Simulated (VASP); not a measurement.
Input for VASP

INCAR:
```
# general
SYSTEM  = HfS2
PREC    = Accurate
ENCUT   = 520
LREAL   = .False.   # projection in real space or not
LASPH   = .True.

# electronic loop
EDIFF   = 1E-7   # SCF stop (eV)
NELM    = 100
ALGO    = Normal   # blocked Davidson
LMAXMIX = 6

# smearing
ISMEAR  = 0
SIGMA   = 0.05   # width (eV)

# functional
GGA     = 91

# ions
IBRION  = 2
NSW     = 30   # most ionic steps
ISIF    = 4   # ions and shape, fixed volume
EDIFFG  = -0.01   # ionic stop

# output
LWAVE   = .False.
LCHARG  = .False.
```

POSCAR:
```
HfS2
1
    1.7885894062    -3.0979275109     0.0000000000
    1.7885894062     3.0979275109     0.0000000000
    0.0000000000     0.0000000000     6.7799670914
Hf S
1 2
Direct
  0.0000000000   0.0000000000   0.0000000000
  0.3333330000   0.6666670000   0.2079918535
  0.6666670000   0.3333330000   0.7920081465
```

KPOINTS:
```
kpoints
0
G
 7 7 4
```

POTCAR, in this order: Hf_pv S (PBE.64 set). Program: vasp_std.

**Question.** Translate this PW91 calculation to Quantum ESPRESSO's pw.x.

**Answer.** One equivalent input (not run):
```
&CONTROL
  calculation = 'vc-relax'
  pseudo_dir = './pseudo'
  outdir = './out'
  tprnfor = .true.
  tstress = .true.
  nstep = 30
  forc_conv_thr = 0.00039
/
&SYSTEM
  ibrav = 0
  nat = 3
  ntyp = 2
  ecutwfc = 58
  occupations = 'smearing'
  smearing = 'gaussian'
  degauss = 0.003675
  input_dft = 'pw91'
/
&ELECTRONS
  conv_thr = 7.3e-09
  electron_maxstep = 100
/
&IONS
/
&CELL
  cell_dofree = 'shape'
/
ATOMIC_SPECIES
  Hf 178.490 Hf.upf
  S 32.060 S.upf
CELL_PARAMETERS angstrom
     1.7885894   -3.0979275    0.0000000
     1.7885894    3.0979275    0.0000000
     0.0000000    0.0000000    6.7799671
ATOMIC_POSITIONS crystal
  Hf   0.0000000  0.0000000  0.0000000
  S    0.3333330  0.6666670  0.2079919
  S    0.6666670  0.3333330  0.7920081
K_POINTS automatic
  7 7 4 0 0 0
```
What does not carry over: the potentials are each code's own (VASP's PAW set, PseudoDojo norm-conserving files in pw.x), so ENCUT and ecutwfc are chosen apart and not converted; conv_thr bounds pw.x's estimated SCF error, while EDIFF bounds the energy change between steps; forc_conv_thr acts on force components and is met together with etot_conv_thr.

The compound is HfS2 in the 1T layered structure. This cell is one point of a volume scan, at 0.94 of the reference volume. Symmetry was kept, so distortions that lower it aren't found.
